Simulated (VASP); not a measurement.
Here is the system:

```yaml
crystal:
  lattice:
    - [2.50774, 0.00000, 0.00000]
    - [-1.25387, 2.17177, 0.00000]
    - [0.00000, 0.00000, 4.15115]
  atoms:
    - { symbol: Cu, position: [0.33333, 0.66667, 0.25000] }
    - { symbol: Cu, position: [0.66667, 0.33333, 0.75000] }
```

Computed with PBEsol GGA, VASP's PBE PAW potentials (set 64) (plane waves; VASP 6.6.1). Numerical set-up: 400 eV cut-off, Gaussian smearing of 0.050 eV, potentials Cu.

Task: Give the energies of bands 1 to 13 at the high-symmetry points, in eV from the Fermi level.

Result: 
```
band      Γ      M      K      A      L      H
----  -----  -----  -----  -----  -----  -----
1     -9.73  -5.06  -4.36  -7.59  -5.11  -4.10
2     -5.38  -4.82  -4.23  -7.59  -5.11  -4.10
3     -3.22  -4.57  -4.23  -3.46  -4.05  -4.00
4     -3.10  -3.16  -3.99  -3.46  -4.05  -4.00
5     -3.10  -3.14  -3.32  -3.13  -2.46  -3.46
6     -2.89  -3.11  -3.32  -3.13  -2.46  -3.46
7     -2.89  -2.87  -2.66  -3.13  -1.97  -2.59
8     -2.53  -1.65  -1.89  -3.13  -1.97  -2.59
9     -2.53  -1.64  -1.89  -2.01  -1.59  -1.74
10    -1.77  -1.55  -1.83  -2.01  -1.59  -1.74
11    -1.77   0.01   3.14  -2.01   0.43   4.20
12    -1.29   1.68   3.61  -2.01   0.43   4.20
13     3.77   7.87   3.61  12.43   5.09   5.69
```

It has no gap at this level: it comes out as a metal or semimetal.

The structure was generated: Cu was put into the hcp type (P6_3/mmc), which need not be its known phase. It was relaxed first.
